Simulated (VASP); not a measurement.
# MnAl15N16 (a cell with a defect) in VASP: settings compared, part 2 of 2

VASP 6.6.1.

**4. Single point, HSE06, collinear spin, zero start**

The input, POSCAR:

```
MnAl15N16                               
1.0
    6.2200008610      0.0000000000      0.0000000000
   -3.1100004305      5.3866787572      0.0000000000
    0.0000000000      0.0000000000      9.9600000000
  Mn              Al              N             
     1    15    16
Direct
     0.3323605610640796    0.1657376304538428    0.9986137459812151
     0.3317006740863715    0.1646391030762091    0.4993389629243934
     0.3325760833274854    0.6657433029836585    0.0005551118044468
     0.3311614598242141    0.6645193605303900    0.4992676472995772
     0.8312359001326868    0.1637872939380296    0.0006092801242128
     0.8313148918790857    0.1641205327128363    0.4991885353158664
     0.8312228693092122    0.6658576466726402    0.0005923879371395
     0.8311647687171283    0.6645244046016446    0.4992160374672019
     0.1643846892713616    0.3308972845065974    0.2493738879006645
     0.1647310120675085    0.3318763428119553    0.7487733242302530
     0.1644913849280286    0.8310673741622242    0.2494408308434427
     0.1648813839108717    0.8318065853818989    0.7488679352057411
     0.6654344083125295    0.3312555963906146    0.2493674253413888
     0.6656482875273931    0.3317266400500822    0.7487633149496715
     0.6639887260451351    0.8304343346546894    0.2500300585466231
     0.6646984565973112    0.8312161971975019    0.7494993177343532
     0.3318042887058240    0.1646583352278807    0.1929345249177827
     0.3319255668602097    0.1653383418991734    0.6907428945883607
     0.3309471295651883    0.6642896130062690    0.1909460358815013
     0.3316497885322998    0.6651992181449307    0.6900341197516394
     0.8311732476171396    0.1636653126696555    0.1909738202912589
     0.8313648664896311    0.1641137845131852    0.6899628163633271
     0.8312369801725974    0.6645193399428537    0.1909634030816690
     0.8315331931656688    0.6650228115946583    0.6899664951183565
     0.1647820003287879    0.3311523377094234    0.4405469213841927
     0.1628372158605523    0.3341753389597586    0.9395363332636762
     0.1645153135233680    0.8312755415150365    0.4405754538699038
     0.1628992307672029    0.8277066738837082    0.9395960971811501
     0.6649848736182346    0.3311279747018936    0.4404677900700594
     0.6702940138897716    0.3343366937754556    0.9394416378830959
     0.6642817738642891    0.8307863868048783    0.4405089183916097
     0.6648939600388375    0.8315716655264263    0.9406629343562406
```

The input, INCAR.step1:

```
  PREC = Accurate
  ENCUT = 450
  EDIFF = 1E-5
  ISMEAR = 0
  SIGMA = 0.03
  LREAL = Auto
  LASPH = True
  NELM = 70
  ALGO = Normal
  ISIF = 2
  LWAVE = True
  LCHARG = False
  ISPIN = 2
  MAGMOM = 0 0 0 0 0 0 0 0 0 0 0 0 0 0 0 0 0 0 0 0 0 0 0 0 0 0 0 0 0 0 0 0
  LORBIT = 11
  NUPDOWN = 0
  LMAXMIX = 4
  ISYM = -1
  TIME = 0.4
  NKRED = 2
  GGA = PE
  KPAR = 2
```

The input, INCAR.step2:

```
  PREC = Accurate
  ENCUT = 450
  EDIFF = 1E-4
  ISMEAR = 0
  SIGMA = 0.03
  LREAL = Auto
  LASPH = True
  NELM = 70
  ALGO = Damped
  ISIF = 2
  LWAVE = False
  LCHARG = False
  ISPIN = 2
  MAGMOM = 0 0 0 0 0 0 0 0 0 0 0 0 0 0 0 0 0 0 0 0 0 0 0 0 0 0 0 0 0 0 0 0
  LORBIT = 11
  NUPDOWN = 0
  LMAXMIX = 4
  GGA = PE
  LHFCALC = True
  HFSCREEN = 0.2
  PRECFOCK = Fast
  ISYM = -1
  TIME = 0.4
  NKRED = 2
  ISTART = 1
  KPAR = 2
```

The input, KPOINTS:

```
regular mesh
0
Gamma
  2 2 2
```

Potentials or basis: VASP PAW PBE potentials, release 64 (Mn_pv, Al, N).

Command:

```console
$ cat potpaw_PBE.64/Mn_pv/POTCAR potpaw_PBE.64/Al/POTCAR potpaw_PBE.64/N/POTCAR > POTCAR
$ cp INCAR.step1 INCAR
$ mpirun -np 4 vasp_std > vasp.out
$ cp INCAR.step2 INCAR
$ mpirun -np 4 vasp_std > vasp.out
```

OUTCAR:

```text
PREC = Accurate
   ENCUT = 450
   EDIFF = 1E-4
   ISMEAR = 0
   LREAL = Auto
   LASPH = True
   NELM = 70
   ISIF = 2
   ISPIN = 2
   LORBIT = 11
   NUPDOWN = 0
   GGA = PE
   LHFCALC = True
   HFSCREEN = 0.2
   PRECFOCK = Fast
   ISYM = -1
   NKRED = 2
   ISTART = 1

 ion  position               nearest neighbor table
[... 1626 lines left out ...]
      1.55184      0.89278      9.94619        -0.008359     -0.020599     -0.107671
      1.55115      0.88686      4.97342        -0.014896      0.005780     -0.020299
     -0.00184      3.58615      0.00553         0.005321     -0.006159      0.004929
     -0.00683      3.57955      4.97271        -0.002839     -0.002951      0.019098
      4.66091      0.88227      0.00607         0.003386     -0.000666     -0.006014
      4.66036      0.88406      4.97192         0.003685      0.011706      0.021448
[... 24 lines left out ...]
      1.54809      4.47518      4.38747         0.002663      0.011351     -0.019782
      1.54945      4.47941      9.36900        -0.010799     -0.000151      0.004623
 -----------------------------------------------------------------------------------
    total drift:                               -0.000176     -0.006986      0.075396

  FREE ENERGIE OF THE ION-ELECTRON SYSTEM (eV)
  ---------------------------------------------------
  free  energy   TOTEN  =      -284.9174866185 eV

  energy  without entropy=     -284.9174866185  energy(sigma->0) =     -284.91748662

 total charge

# of ion       s       p       d       tot
------------------------------------------
    1        0.376   6.356   5.148  11.879
    2        0.420   0.456   0.000   0.876
    3        0.424   0.461   0.000   0.884
    4        0.421   0.458   0.000   0.878
    5        0.424   0.461   0.000   0.884
    6        0.421   0.457   0.000   0.878
[... 24 lines left out ...]
   31        1.229   2.636   0.000   3.865
   32        1.229   2.634   0.000   3.863
--------------------------------------------------
tot         26.383  55.232   5.148  86.763

 magnetization (x)

# of ion       s       p       d       tot
------------------------------------------
    1        0.000  -0.000   0.000   0.000
    2        0.000  -0.000   0.000   0.000
    3       -0.000  -0.000   0.000  -0.000
    4       -0.000  -0.000   0.000  -0.000
    5        0.000   0.000   0.000   0.000
    6       -0.000  -0.000   0.000  -0.000
[... 24 lines left out ...]
   31       -0.000  -0.000   0.000  -0.000
   32        0.000   0.000   0.000   0.000
--------------------------------------------------
tot         -0.000  -0.000   0.000  -0.000
```

OSZICAR.step1:

```text
N       E                     dE             d eps       ncg     rms          rms(c)
DAV:   1     0.729033901971E+03    0.72903E+03   -0.61461E+04  2880   0.133E+03
DAV:   2    -0.207165376353E+03   -0.93620E+03   -0.90884E+03  3540   0.297E+02
[... 36 lines left out ...]
DAV:  39    -0.238490364896E+03    0.89131E-03   -0.24984E-03  3400   0.950E-02    0.225E-01
DAV:  40    -0.238490119334E+03    0.24556E-03   -0.38992E-03  3696   0.122E-01    0.136E-01
DAV:  41    -0.238489962395E+03    0.15694E-03   -0.27521E-03  3448   0.688E-02    0.790E-02
DAV:  42    -0.238490098349E+03   -0.13595E-03   -0.25380E-04  2952   0.451E-02    0.532E-02
DAV:  43    -0.238490122152E+03   -0.23803E-04   -0.49748E-05  1808   0.209E-02    0.379E-02
DAV:  44    -0.238490123969E+03   -0.18173E-05   -0.24766E-05  1880   0.182E-02
   1 F= -.23849012E+03 E0= -.23849012E+03  d E =-.160270E-10  mag=    -0.0000
```

Run time: 19 min. Hardware: 4 MPI ranks of AMD EPYC 9R14 (Zen 4), shared host; peak memory 0.75 GiB.

Results:

```yaml
Free_energy: -284.9175 eV
Largest_force: 0.110 eV/Å
Net_moment: 0.00 μB per cell
Valence_electrons_inside_the_program's_atomic_spheres: Mn 11.88; Al 0.88, 0.89; N 3.84, 3.86, 3.87, 3.83
```

Forces in eV/Å, atoms in the order of the input:
```
Mn  -0.008 -0.021 -0.108
Al  -0.015  0.006 -0.020
Al   0.005 -0.006  0.005
Al  -0.003 -0.003  0.019
Al   0.003 -0.001 -0.006
Al   0.004  0.012  0.021
Al   0.015 -0.011 -0.001
Al   0.015 -0.003  0.023
Al   0.021  0.011  0.049
Al  -0.018  0.008 -0.015
Al   0.005  0.009  0.041
Al   0.004 -0.046 -0.023
Al  -0.029 -0.010  0.045
Al   0.015  0.018 -0.019
Al   0.015  0.023  0.027
Al   0.002  0.006 -0.008
N   -0.011 -0.001 -0.031
N    0.000 -0.009  0.021
N    0.018  0.006 -0.025
N    0.015 -0.001 -0.004
N   -0.010  0.013 -0.026
N   -0.003  0.006 -0.006
N   -0.007  0.005 -0.025
N   -0.015  0.007  0.000
N   -0.012 -0.005 -0.006
N    0.049 -0.037  0.025
N    0.010 -0.007 -0.010
N    0.001  0.056  0.029
N    0.003  0.003  0.004
N   -0.062 -0.040  0.039
N    0.003  0.011 -0.020
N   -0.011  0.000  0.005
```

Caveat: the k mesh is coarse (spacing up to 0.58 Å⁻¹), so the values aren't converged, least of all with exact exchange; the cutoff is under 1.25 times the usual one of these potentials, so pressure, stress and relaxed cells hold a basis-set (Pulay) error; the PAW data sets were made with another functional, which shifts forces and pressure a little; the total moment is fixed, so each spin has its own Fermi level.

**5. Single point, PBEsol+U**

The input, INCAR:

```
  PREC = Accurate
  ENCUT = 450
  EDIFF = 1E-5
  ISMEAR = 0
  SIGMA = 0.03
  LREAL = Auto
  LASPH = True
  NELM = 120
  ALGO = Normal
  ISIF = 2
  LWAVE = False
  LCHARG = False
  LMAXMIX = 4
  LDAU = True
  LDAUTYPE = 2
  LDAUL = 2 -1 -1
  LDAUU = 3.5 0 0
  LDAUJ = 0 0 0
  LDAUPRINT = 1
  GGA = PS
  NBANDS = 91
  LORBIT = 11
```

The input, KPOINTS:

```
Automatic mesh
0
Gamma
  3 3 2
```

The input, POSCAR:

```
MnAl15N16
1.0
    6.2200008610      0.0000000000      0.0000000000
   -3.1100004305      5.3866787572      0.0000000000
    0.0000000000      0.0000000000      9.9600000000
Mn Al N
1 15 16
Direct
    0.3333333333      0.1666666667      0.0000000000
    0.3333333333      0.1666666667      0.5000000000
    0.3333333333      0.6666666667      0.0000000000
    0.3333333333      0.6666666667      0.5000000000
    0.8333333333      0.1666666667      0.0000000000
    0.8333333333      0.1666666667      0.5000000000
    0.8333333333      0.6666666667      0.0000000000
    0.8333333333      0.6666666667      0.5000000000
    0.1666666667      0.3333333333      0.2500000000
    0.1666666667      0.3333333333      0.7500000000
    0.1666666667      0.8333333333      0.2500000000
    0.1666666667      0.8333333333      0.7500000000
    0.6666666667      0.3333333333      0.2500000000
    0.6666666667      0.3333333333      0.7500000000
    0.6666666667      0.8333333333      0.2500000000
    0.6666666667      0.8333333333      0.7500000000
    0.3333333333      0.1666666667      0.1910000000
    0.3333333333      0.1666666667      0.6910000000
    0.3333333333      0.6666666667      0.1910000000
    0.3333333333      0.6666666667      0.6910000000
    0.8333333333      0.1666666667      0.1910000000
    0.8333333333      0.1666666667      0.6910000000
    0.8333333333      0.6666666667      0.1910000000
    0.8333333333      0.6666666667      0.6910000000
    0.1666666667      0.3333333333      0.4410000000
    0.1666666667      0.3333333333      0.9410000000
    0.1666666667      0.8333333333      0.4410000000
    0.1666666667      0.8333333333      0.9410000000
    0.6666666667      0.3333333333      0.4410000000
    0.6666666667      0.3333333333      0.9410000000
    0.6666666667      0.8333333333      0.4410000000
    0.6666666667      0.8333333333      0.9410000000
```

Command:

```console
$ cat potpaw_PBE.64/Mn_pv/POTCAR potpaw_PBE.64/Al/POTCAR potpaw_PBE.64/N/POTCAR > POTCAR
$ mpirun -np 1 vasp_std > vasp.out
```

It took 6.8 min on 1 thread of Intel Xeon Platinum 8488C (Sapphire Rapids), shared host; peak memory 0.43 GiB.

Results (log left out):

| Item | Value |
| --- | --- |
| Free energy | -248.5397 eV |
| Largest force | 0.623 eV/Å |
| Band gap on the k mesh | 1.87 eV, direct |
| Valence electrons inside the program's atomic spheres | Mn 11.97; Al 0.81, 0.82; N 3.81, 3.84 |

Forces on the atoms (eV/Å):
```
Mn   0.000  0.000 -0.017
Al   0.000  0.000 -0.013
Al   0.143  0.083  0.186
Al   0.012  0.007 -0.031
Al   0.000 -0.165  0.186
Al   0.000 -0.014 -0.031
Al  -0.143  0.083  0.186
Al  -0.012  0.007 -0.031
Al  -0.038  0.022 -0.113
Al   0.056 -0.032 -0.051
Al   0.000 -0.044 -0.113
Al   0.000  0.064 -0.051
Al   0.038  0.022 -0.113
Al  -0.056 -0.032 -0.051
Al   0.000  0.000 -0.025
Al   0.000  0.000  0.044
N    0.000  0.000  0.577
N    0.000  0.000  0.031
N   -0.008 -0.005  0.016
N   -0.001 -0.001  0.003
N    0.000  0.010  0.016
N    0.000  0.001  0.003
N    0.008 -0.005  0.016
N    0.001 -0.001  0.003
N    0.014 -0.008  0.025
N   -0.500  0.289 -0.233
N    0.000  0.016  0.025
N    0.000 -0.578 -0.233
N   -0.014 -0.008  0.025
N    0.500  0.289 -0.233
N    0.000  0.000  0.041
N    0.000  0.000 -0.043
```

Levels at points of the mesh, in eV from the valence-band top:
```tsv
k point	band 65	band 66	band 67	band 68	band 69	band 70	band 71	band 72	band 73	band 74
(0.00, 0.00, 0.00)	-1.68	-1.68	-1.56	-0.11	-0.11	2.09	2.27	2.27	2.80	3.81
(0.00, 0.00, 0.50)	-1.87	-1.73	-1.73	-0.08	-0.08	1.94	2.21	2.21	3.55	3.55
```

Eigenvalues of the final occupation matrices:
```tsv
site	spin	trace	eigenvalues
site 1 d	1	2.63	0.26 0.26 0.26 0.92 0.92
site 1 d	2	2.63	0.26 0.26 0.26 0.92 0.92
```

Caveat: the cutoff is under 1.25 times the usual one of these potentials, so pressure, stress and relaxed cells hold a basis-set (Pulay) error; the PAW data sets were made with another functional, which shifts forces and pressure a little. Spin polarisation is off, so any magnetic state and its effect on volume and gap are missing.

**6. Single point, PBEsol+U**

INCAR, as its differences from that of step 5:

```diff
@@ -22 +22,2 @@
   LORBIT = 11
+  KPAR = 4
```

KPOINTS is that of step 5.

POSCAR is that of step 5.

Potentials or basis: VASP PAW PBE potentials, release 64 (Mn_pv, Al, N).

Command:

```console
$ cat potpaw_PBE.64/Mn_pv/POTCAR potpaw_PBE.64/Al/POTCAR potpaw_PBE.64/N/POTCAR > POTCAR
$ mpirun -np 4 vasp_std > vasp.out
```

Run time: 85 s. Hardware: 4 MPI ranks of Intel Xeon 6975P-C (Granite Rapids), shared host; peak memory 0.44 GiB.

It converged, with:

- Free energy: -248.5397 eV
- Largest force: 0.623 eV/Å
- Band gap on the k mesh: 1.87 eV, direct
- Valence electrons inside the program's atomic spheres: Mn 11.97; Al 0.81, 0.82; N 3.81, 3.84

Forces in eV/Å, atoms in the order of the input:
```
Mn   0.000  0.000 -0.017
Al   0.000  0.000 -0.013
Al   0.143  0.083  0.186
Al   0.012  0.007 -0.031
Al   0.000 -0.165  0.186
Al   0.000 -0.014 -0.031
Al  -0.143  0.083  0.186
Al  -0.012  0.007 -0.031
Al  -0.038  0.022 -0.113
Al   0.056 -0.032 -0.051
Al   0.000 -0.044 -0.113
Al   0.000  0.064 -0.051
Al   0.038  0.022 -0.113
Al  -0.056 -0.032 -0.051
Al   0.000  0.000 -0.025
Al   0.000  0.000  0.044
N    0.000  0.000  0.577
N    0.000  0.000  0.031
N   -0.008 -0.005  0.016
N   -0.001 -0.001  0.003
N    0.000  0.010  0.016
N    0.000  0.001  0.003
N    0.008 -0.005  0.016
N    0.001 -0.001  0.003
N    0.014 -0.008  0.025
N   -0.500  0.289 -0.233
N    0.000  0.016  0.025
N    0.000 -0.578 -0.233
N   -0.014 -0.008  0.025
N    0.500  0.289 -0.233
N    0.000  0.000  0.041
N    0.000  0.000 -0.043
```

Levels at points of the mesh, in eV from the valence-band top:
```
           k point  band 67  band 68  band 69  band 70  band 71  band 72
(0.00, 0.00, 0.00)    -1.56    -0.11    -0.11     2.09     2.27     2.27
(0.00, 0.00, 0.50)    -1.73    -0.08    -0.08     1.94     2.21     2.21
```

Eigenvalues of the final occupation matrices:
| site | spin | trace | eigenvalues |
| --- | --- | --- | --- |
| site 1 d | 1 | 2.63 | 0.26 0.26 0.26 0.92 0.92 |
| site 1 d | 2 | 2.63 | 0.26 0.26 0.26 0.92 0.92 |

Caveat: the cutoff is under 1.25 times the usual one of these potentials, so pressure, stress and relaxed cells hold a basis-set (Pulay) error; the PAW data sets were made with another functional, which shifts forces and pressure a little. Spin polarisation is off, so any magnetic state and its effect on volume and gap are missing.

**7. The runs side by side**

```csv
level,spin,U,fixed moment (μB),cell,k mesh,grid for exact exchange (PRECFOCK),screening parameter,mesh quality,moment (μB),largest force (eV/Å)
PBEsol,"collinear, ferromagnetic start",-,4,"P1, 10.43 Å³/atom",3 × 3 × 2,-,-,coarse,4.00,0.62
PBEsol,"collinear, zero start",-,0,"P1, 10.43 Å³/atom",3 × 3 × 2,-,-,coarse,0.00,0.36
HSE06,"collinear, zero start",-,0,"P1, 10.43 Å³/atom",2 × 2 × 2,Fast,0.2 1/A,coarse,0.00,0.11
PBEsol+U,off,Mn d U = 3.5 eV,-,"P3m1, 10.43 Å³/atom",3 × 3 × 2,-,-,not flagged,-,0.62
```

Some of these runs hold the atoms at other places in the same cell, which the table doesn't show; runs alike in all that it shows share one row.

Alike in all rows: task single point; potentials or basis VASP PAW PBE potentials, release 64 (Mn_pv, Al, N); cutoff (eV) 450; smearing gaussian 0.03 eV.

Caveats: some runs use coarse meshes; the cutoff is under 1.25 times the usual one of these potentials, so pressure, stress and relaxed cells hold a basis-set (Pulay) error; the PAW data sets were made with another functional, which shifts forces and pressure a little; the total moment is fixed, so each spin has its own Fermi level (some runs).

Total energies depend on the potentials used, so only differences within one code and one set of settings carry meaning.
